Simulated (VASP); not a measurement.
# Quasiparticle energies of SiC (Moissanite 3C) in VASP, part 3 of 4

Aim: the quasiparticle gap of SiC (Moissanite 3C), and what it costs to get it. The cell is of the zinc-blende type, one of the forms listed for this formula. The start is a cell from a database of measured crystal structures.

VASP 6.6.1, plane waves and PAW; the level of theory is named at each step.

So far, quasiparticle gap on the mesh (eV): step 4 (G0W0, ENCUTGW 80, bands in the sums 40) 1.84; step 6 (G0W0, ENCUTGW 100, bands in the sums 48) 1.93.

### Step 8. G0W0, ENCUTGW 120, bands in the sums 64

This step: G0W0 on PBE; plane waves and PAW (Si_GW, C_GW) (VASP 6.6.1).

ENCUTGW rises to 120 eV and the bands with it, to about the number of plane waves under that cutoff.

Input file INCAR:

```
SYSTEM = SiC
PREC = Accurate
ENCUT = 440
ISMEAR = 0
SIGMA = 0.01
LREAL = .FALSE.
GGA = PE
NBANDS = 64
ALGO = EVGW0
NELMGW = 1
ENCUTGW = 120
NOMEGA = 64
PRECFOCK = Fast
NBANDSGW = 16
LWAVE = .FALSE.
LCHARG = .FALSE.
```

Input file POSCAR:

```
SiC
1.0
    0.0000000000      2.1790000000      2.1790000000
    2.1790000000      0.0000000000      2.1790000000
    2.1790000000      2.1790000000      0.0000000000
Si C
1 1
Direct
    0.0000000000      0.0000000000      0.0000000000
    0.7500000000      0.7500000000      0.7500000000
```

Input file KPOINTS:

```
Automatic mesh
0
Gamma
4 4 4
0 0 0
```

Potentials, in the order of the species: Si_GW and C_GW (PBE family, release 64).

Command:

```bash
> mpirun -np 8 vasp_std
```

The log of the run:

```text
[banner, memory and clock lines left out]
running    8 mpi-ranks, on    1 nodes
[...]
[... a notice as in an earlier step ...]

|                                                                             |
|           W    W    AA    RRRRR   N    N  II  N    N   GGGG   !!!           |
|           W    W   A  A   R    R  NN   N  II  NN   N  G    G  !!!           |
|           W    W  A    A  R    R  N N  N  II  N N  N  G       !!!           |
|           W WW W  AAAAAA  RRRRR   N  N N  II  N  N N  G  GGG   !            |
|           WW  WW  A    A  R   R   N   NN  II  N   NN  G    G                |
|           W    W  A    A  R    R  N    N  II  N    N   GGGG   !!!           |
|                                                                             |
|     The default for ENCUTGWSOFT is different in this version of VASP.       |
|     please manually set ENCUTGWSOFT =120 in the INCAR file.                 |
|                                                                             |

[...]
total number of BLAS operations          7.87 Gflops
NQ=   4    0.2500    0.2500    0.0000,
|.........|.........|.........|.........|.........|.........|.........|.........
 performed        343000 updates of chi_q(r,r)
 total number of BLAS operations         10.88 Gflops
NQ=   5    0.5000    0.2500    0.0000,
|.........|.........|.........|.........|.........|.........|.........|.........
 performed        492000 updates of chi_q(r,r)
 total number of BLAS operations         15.04 Gflops
NQ=   6   -0.2500    0.2500    0.0000,
|.........|.........|.........|.........|.........|.........|.........|.........
 performed        625000 updates of chi_q(r,r)
 total number of BLAS operations         18.75 Gflops
NQ=   7    0.5000    0.5000    0.0000,
|.........|.........|.........|.........|.........|.........|.........|.........
 performed        700000 updates of chi_q(r,r)
 total number of BLAS operations         21.23 Gflops
NQ=   8   -0.2500    0.5000    0.2500,
|.........|.........|.........|.........|.........|.........|.........|.........
 performed        800000 updates of chi_q(r,r)
 total number of BLAS operations         23.75 Gflops
 resolving degeneracies of screened two electron integrals

 calculate QP shifts <psi_nk| G(iteration)W_0 |psi_nk>: iteration 1
 entering main loop
[key lines of the parts left out:]
E-fermi :   8.4853
```

Wall time 7.4 s (8 MPI ranks of Intel Xeon Platinum 8259CL at 2.50GHz (Skylake/Cascade Lake), shared host); peak memory 0.94 GiB; 51 s of CPU time.

From OUTCAR (step 8):

```text
 QP shifts <psi_nk| G(iteration)W_0 |psi_nk>: iteration 1
 for sc-GW calculations column KS-energies equals QP-energies in previous step
 and V_xc(KS)=  KS-energies - (<T + V_ion + V_H > + <T+V_H+V_ion>^1  + <V_x>^1)
 k-point   1 :       0.0000    0.0000    0.0000
  band No.  KS-energies  QP-energies   sigma(KS)   V_xc(KS)     V^pw_x(r,r')   Z            occupation Imag(sigma)
      1      -7.6052      -8.5852     -14.0940     -12.7265     -21.6694       0.7167       2.0000       1.3650
      2       7.8330       7.3887     -15.3729     -14.8099     -17.6306       0.7890       2.0000       0.0533
      3       7.8330       7.3887     -15.3729     -14.8099     -17.6306       0.7890       2.0000       0.0533
      4       7.8330       7.3887     -15.3729     -14.8099     -17.6306       0.7890       2.0000       0.0533
      5      14.0455      14.6556     -12.3862     -13.1703      -7.2241       0.7781       0.0000      -0.0969
      6      15.0840      15.6918     -10.7644     -11.5318      -5.6658       0.7921       0.0000      -0.0936
      7      15.0840      15.6918     -10.7644     -11.5318      -5.6658       0.7921       0.0000      -0.0936
      8      15.0840      15.6918     -10.7644     -11.5318      -5.6658       0.7921       0.0000      -0.0936
    ...

[... 1 part as in an earlier step ...]

[... 2 further parts left out ...]
[key lines of the parts left out:]
E-fermi :   8.4853
```

The gap is now 1.997 eV, +69 meV against the GW run before.

### Step 9. Empty bands

This step: PBE; plane waves and PAW (Si_GW, C_GW) (VASP 6.6.1).

The empty bands are made again, for the run that follows.

Input file INCAR:

```
SYSTEM = SiC
PREC = Accurate
ENCUT = 440
ISMEAR = 0
SIGMA = 0.01
LREAL = .FALSE.
GGA = PE
NBANDS = 88
ALGO = Exact
NELM = 1
LWAVE = .TRUE.
LCHARG = .FALSE.
LOPTICS = .TRUE.
NEDOS = 1000
CSHIFT = 0.1
```

POSCAR is that of step 8.

KPOINTS is that of step 8.

Command:

```bash
> mpirun -np 8 vasp_std
```

The log of the run:

```text
[banner, memory and clock lines left out]
running    8 mpi-ranks, on    1 nodes
[...]
[... a notice as in an earlier step ...]

 LDA part: xc-table for (Slater+PW92), standard interpolation
 found WAVECAR, reading the header
  number of bands has changed, file:    10 present:    88
  trying to continue reading WAVECAR, but it might fail
 POSCAR, INCAR and KPOINTS ok, starting setup
[...]
reading WAVECAR
 random initialization beyond band           10
 the WAVECAR file was read successfully
 initial charge from wavefunction
 entering main loop
       N       E                     dE             d eps       ncg     rms          rms(c)
[... 1 cycle as in an earlier step ...]
   1 F= -.14917319E+02 E0= -.14917319E+02  d E =-.149975E-23
 writing wavefunctions
 optical routines
 imaginary and real dielectric function
 recalculating local potential from charge density
 direction            1
 direction            2
 direction            3
```

It took 2.6 s on 8 MPI ranks; peak memory 0.88 GiB.

Parts of OUTCAR (step 9):

```text
  Total        0.3246099      0.3246099      0.3246099      0.0000000      0.0000000      0.0000000
  in kB       25.1345211     25.1345211     25.1345211      0.0000000      0.0000000      0.0000000
  external PRESSURE =      25.1345211 kB  Pullay stress =       0.0000000 kB

 POSITION                                       TOTAL-FORCE (eV/Angst)
 -----------------------------------------------------------------------------------
      0.00000      0.00000      0.00000         0.000000      0.000000      0.000000
      3.26850      3.26850      3.26850        -0.000000     -0.000000     -0.000000
 -----------------------------------------------------------------------------------
    total drift:                                0.000000      0.000000     -0.000000

[... 3 parts as in an earlier step ...]

[... 2 further parts left out ...]
[key lines of the parts left out:]
E-fermi :   7.9013
```

WAVECAR now holds 88 bands for 8 electrons.

### Step 10. G0W0, ENCUTGW 145, bands in the sums 88

This step: G0W0 on PBE; plane waves and PAW (Si_GW, C_GW) (VASP 6.6.1).

ENCUTGW rises to 145 eV and the bands with it, to about the number of plane waves under that cutoff.

Input file INCAR:

```
SYSTEM = SiC
PREC = Accurate
ENCUT = 440
ISMEAR = 0
SIGMA = 0.01
LREAL = .FALSE.
GGA = PE
NBANDS = 88
ALGO = EVGW0
NELMGW = 1
ENCUTGW = 145
NOMEGA = 64
PRECFOCK = Fast
NBANDSGW = 16
LWAVE = .FALSE.
LCHARG = .FALSE.
```

POSCAR is that of step 9.

KPOINTS is that of step 9.

Command:

```bash
> mpirun -np 8 vasp_std
```

The log of the run:

```text
[banner, memory and clock lines left out]
running    8 mpi-ranks, on    1 nodes
[...]
[... a notice as in an earlier step ...]

|                                                                             |
|           W    W    AA    RRRRR   N    N  II  N    N   GGGG   !!!           |
|           W    W   A  A   R    R  NN   N  II  NN   N  G    G  !!!           |
|           W    W  A    A  R    R  N N  N  II  N N  N  G       !!!           |
|           W WW W  AAAAAA  RRRRR   N  N N  II  N  N N  G  GGG   !            |
|           WW  WW  A    A  R   R   N   NN  II  N   NN  G    G                |
|           W    W  A    A  R    R  N    N  II  N    N   GGGG   !!!           |
|                                                                             |
|     The default for ENCUTGWSOFT is different in this version of VASP.       |
|     please manually set ENCUTGWSOFT =145 in the INCAR file.                 |
|                                                                             |

[...]
total number of BLAS operations         14.69 Gflops
NQ=   4    0.2500    0.2500    0.0000,
|.........|.........|.........|.........|.........|.........|.........|.........
 performed        474000 updates of chi_q(r,r)
 total number of BLAS operations         22.84 Gflops
NQ=   5    0.5000    0.2500    0.0000,
|.........|.........|.........|.........|.........|.........|.........|.........
 performed        680000 updates of chi_q(r,r)
 total number of BLAS operations         34.22 Gflops
NQ=   6   -0.2500    0.2500    0.0000,
|.........|.........|.........|.........|.........|.........|.........|.........
 performed        863000 updates of chi_q(r,r)
 total number of BLAS operations         43.39 Gflops
NQ=   7    0.5000    0.5000    0.0000,
|.........|.........|.........|.........|.........|.........|.........|.........
 performed        967000 updates of chi_q(r,r)
 total number of BLAS operations         50.50 Gflops
NQ=   8   -0.2500    0.5000    0.2500,
|.........|.........|.........|.........|.........|.........|.........|.........
 performed       1105000 updates of chi_q(r,r)
 total number of BLAS operations         58.33 Gflops
 resolving degeneracies of screened two electron integrals

 calculate QP shifts <psi_nk| G(iteration)W_0 |psi_nk>: iteration 1
 entering main loop
[key lines of the parts left out:]
E-fermi :   8.4853
```

The job ended after 9.2 s (8 MPI ranks; peak memory 1 GiB; 64 s of CPU time).

Parts of OUTCAR (step 10):

```text
 QP shifts <psi_nk| G(iteration)W_0 |psi_nk>: iteration 1
 for sc-GW calculations column KS-energies equals QP-energies in previous step
 and V_xc(KS)=  KS-energies - (<T + V_ion + V_H > + <T+V_H+V_ion>^1  + <V_x>^1)
 k-point   1 :       0.0000    0.0000    0.0000
  band No.  KS-energies  QP-energies   sigma(KS)   V_xc(KS)     V^pw_x(r,r')   Z            occupation Imag(sigma)
      1      -7.6052      -8.6616     -14.2013     -12.7265     -21.6694       0.7163       2.0000       1.3615
      2       7.8330       7.2613     -15.5354     -14.8099     -17.6306       0.7879       2.0000       0.0544
      3       7.8330       7.2613     -15.5354     -14.8099     -17.6306       0.7879       2.0000       0.0544
      4       7.8330       7.2613     -15.5354     -14.8099     -17.6306       0.7879       2.0000       0.0544
      5      14.0455      14.5502     -12.5211     -13.1703      -7.2241       0.7773       0.0000      -0.0955
      6      15.0840      15.6186     -10.8567     -11.5318      -5.6658       0.7919       0.0000      -0.0920
      7      15.0840      15.6186     -10.8567     -11.5318      -5.6658       0.7919       0.0000      -0.0920
      8      15.0840      15.6186     -10.8567     -11.5318      -5.6658       0.7919       0.0000      -0.0920
    ...

[... 1 part as in an earlier step ...]

[... 2 further parts left out ...]
[key lines of the parts left out:]
E-fermi :   8.4853
```

The gap is now 2.066 eV, +70 meV against the GW run before.

### Step 11. Empty bands

This step: PBE; plane waves and PAW (Si_GW, C_GW) (VASP 6.6.1).

The empty bands are made again, for the run that follows.

Input file INCAR:

```
SYSTEM = SiC
PREC = Accurate
ENCUT = 440
ISMEAR = 0
SIGMA = 0.01
LREAL = .FALSE.
GGA = PE
NBANDS = 112
ALGO = Exact
NELM = 1
LWAVE = .TRUE.
LCHARG = .FALSE.
LOPTICS = .TRUE.
NEDOS = 1000
CSHIFT = 0.1
```

POSCAR is that of step 10.

KPOINTS is that of step 10.

Command:

```bash
> mpirun -np 8 vasp_std
```

The log of the run:

```text
[banner, memory and clock lines left out]
running    8 mpi-ranks, on    1 nodes
[...]
[... a notice as in an earlier step ...]

 LDA part: xc-table for (Slater+PW92), standard interpolation
 found WAVECAR, reading the header
  number of bands has changed, file:    10 present:   112
  trying to continue reading WAVECAR, but it might fail
 POSCAR, INCAR and KPOINTS ok, starting setup
[...]
reading WAVECAR
 random initialization beyond band           10
 the WAVECAR file was read successfully
 initial charge from wavefunction
 entering main loop
       N       E                     dE             d eps       ncg     rms          rms(c)
[... 1 cycle as in an earlier step ...]
   1 F= -.14917319E+02 E0= -.14917319E+02  d E =-.346658E-24
 writing wavefunctions
 optical routines
 imaginary and real dielectric function
 recalculating local potential from charge density
 direction            1
 direction            2
 direction            3
```

Wall time 2.8 s (8 MPI ranks); peak memory 0.87 GiB.

OUTCAR, selected parts (step 11):

```text
[... 5 parts as in an earlier step ...]

[... 2 further parts left out ...]
[key lines of the parts left out:]
E-fermi :   7.9023
```

WAVECAR now holds 112 bands for 8 electrons.

### Step 12. G0W0, ENCUTGW 170, bands in the sums 112

This step: G0W0 on PBE; plane waves and PAW (Si_GW, C_GW) (VASP 6.6.1).

ENCUTGW rises to 170 eV and the bands with it, to about the number of plane waves under that cutoff.

Input file INCAR:

```
SYSTEM = SiC
PREC = Accurate
ENCUT = 440
ISMEAR = 0
SIGMA = 0.01
LREAL = .FALSE.
GGA = PE
NBANDS = 112
ALGO = EVGW0
NELMGW = 1
ENCUTGW = 170
NOMEGA = 64
PRECFOCK = Fast
NBANDSGW = 16
LWAVE = .FALSE.
LCHARG = .FALSE.
```

POSCAR is that of step 11.

KPOINTS is that of step 11.

Command:

```bash
> mpirun -np 8 vasp_std
```

The log of the run:

```text
[banner, memory and clock lines left out]
running    8 mpi-ranks, on    1 nodes
[...]
[... a notice as in an earlier step ...]

|                                                                             |
|           W    W    AA    RRRRR   N    N  II  N    N   GGGG   !!!           |
|           W    W   A  A   R    R  NN   N  II  NN   N  G    G  !!!           |
|           W    W  A    A  R    R  N N  N  II  N N  N  G       !!!           |
|           W WW W  AAAAAA  RRRRR   N  N N  II  N  N N  G  GGG   !            |
|           WW  WW  A    A  R   R   N   NN  II  N   NN  G    G                |
|           W    W  A    A  R    R  N    N  II  N    N   GGGG   !!!           |
|                                                                             |
|     The default for ENCUTGWSOFT is different in this version of VASP.       |
|     please manually set ENCUTGWSOFT =170 in the INCAR file.                 |
|                                                                             |

[...]
total number of BLAS operations         39.05 Gflops
NQ=   4    0.2500    0.2500    0.0000,
|.........|.........|.........|.........|.........|.........|.........|.........
 performed        606000 updates of chi_q(r,r)
 total number of BLAS operations         54.09 Gflops
NQ=   5    0.5000    0.2500    0.0000,
|.........|.........|.........|.........|.........|.........|.........|.........
 performed        869000 updates of chi_q(r,r)
 total number of BLAS operations         76.86 Gflops
NQ=   6   -0.2500    0.2500    0.0000,
|.........|.........|.........|.........|.........|.........|.........|.........
 performed       1103000 updates of chi_q(r,r)
 total number of BLAS operations         94.51 Gflops
NQ=   7    0.5000    0.5000    0.0000,
|.........|.........|.........|.........|.........|.........|.........|.........
 performed       1237000 updates of chi_q(r,r)
 total number of BLAS operations        107.03 Gflops
NQ=   8   -0.2500    0.5000    0.2500,
|.........|.........|.........|.........|.........|.........|.........|.........
 performed       1414000 updates of chi_q(r,r)
 total number of BLAS operations        123.56 Gflops
 resolving degeneracies of screened two electron integrals

 calculate QP shifts <psi_nk| G(iteration)W_0 |psi_nk>: iteration 1
 entering main loop
[key lines of the parts left out:]
E-fermi :   8.4853
```

It took 11 s on 8 MPI ranks; peak memory 1.1 GiB; 75 s of CPU time.

From OUTCAR (step 12):

```text
 QP shifts <psi_nk| G(iteration)W_0 |psi_nk>: iteration 1
 for sc-GW calculations column KS-energies equals QP-energies in previous step
 and V_xc(KS)=  KS-energies - (<T + V_ion + V_H > + <T+V_H+V_ion>^1  + <V_x>^1)
 k-point   1 :       0.0000    0.0000    0.0000
  band No.  KS-energies  QP-energies   sigma(KS)   V_xc(KS)     V^pw_x(r,r')   Z            occupation Imag(sigma)
      1      -7.6052      -8.7155     -14.2746     -12.7265     -21.6694       0.7171       2.0000       1.3581
      2       7.8330       7.1751     -15.6457     -14.8099     -17.6306       0.7872       2.0000       0.0550
      3       7.8330       7.1751     -15.6457     -14.8099     -17.6306       0.7872       2.0000       0.0550
      4       7.8330       7.1751     -15.6457     -14.8099     -17.6306       0.7872       2.0000       0.0550
      5      14.0455      14.4749     -12.6173     -13.1703      -7.2241       0.7766       0.0000      -0.0938
      6      15.0840      15.5726     -10.9141     -11.5318      -5.6658       0.7911       0.0000      -0.0905
      7      15.0840      15.5726     -10.9141     -11.5318      -5.6658       0.7911       0.0000      -0.0905
      8      15.0840      15.5726     -10.9141     -11.5318      -5.6658       0.7911       0.0000      -0.0905
    ...

[... 1 part as in an earlier step ...]

[... 2 further parts left out ...]
[key lines of the parts left out:]
E-fermi :   8.4853
```

The gap is now 2.116 eV, +50 meV against the GW run before.

### Step 13. Empty bands

This step: PBE; plane waves and PAW (Si_GW, C_GW) (VASP 6.6.1).

The empty bands are made again, for the run that follows.

Input file INCAR:

```
SYSTEM = SiC
PREC = Accurate
ENCUT = 440
ISMEAR = 0
SIGMA = 0.01
LREAL = .FALSE.
GGA = PE
NBANDS = 136
ALGO = Exact
NELM = 1
LWAVE = .TRUE.
LCHARG = .FALSE.
LOPTICS = .TRUE.
NEDOS = 1000
CSHIFT = 0.1
```

POSCAR is that of step 12.

KPOINTS is that of step 12.

Command:

```bash
> mpirun -np 8 vasp_std
```

The log of the run:

```text
[banner, memory and clock lines left out]
running    8 mpi-ranks, on    1 nodes
[...]
[... a notice as in an earlier step ...]

 LDA part: xc-table for (Slater+PW92), standard interpolation
 found WAVECAR, reading the header
  number of bands has changed, file:    10 present:   136
  trying to continue reading WAVECAR, but it might fail
 POSCAR, INCAR and KPOINTS ok, starting setup
[...]
reading WAVECAR
 random initialization beyond band           10
 the WAVECAR file was read successfully
 initial charge from wavefunction
 entering main loop
       N       E                     dE             d eps       ncg     rms          rms(c)
[... 1 cycle as in an earlier step ...]
   1 F= -.14917319E+02 E0= -.14917319E+02  d E =-.503069E-69
 writing wavefunctions
 optical routines
 imaginary and real dielectric function
 recalculating local potential from charge density
 direction            1
 direction            2
 direction            3
```

The job ended after 2.8 s (8 MPI ranks; peak memory 0.88 GiB; 13 s of CPU time).

From OUTCAR (step 13):

```text
[... 5 parts as in an earlier step ...]

[... 2 further parts left out ...]
[key lines of the parts left out:]
E-fermi :   7.9560
```

WAVECAR now holds 136 bands for 8 electrons.

(Continued in part 4 of 4.)

[Lines on the potential files, build, host, timing and source positions are cut from VASP's logs without a mark.]

[Logs are printed without paths, hosts, clocks, repeated set-up lines and the standing remarks that a program may print on its own settings, such as how far it seeks lower states.]

[Hosts, paths, dates, database ids (printed as entryN), source tags and the programs' standing remarks are cut or masked in the printed files.]

[Pressures printed for these runs are not shown converged in the cutoff: they can be off by several GPa and have the wrong sign.]
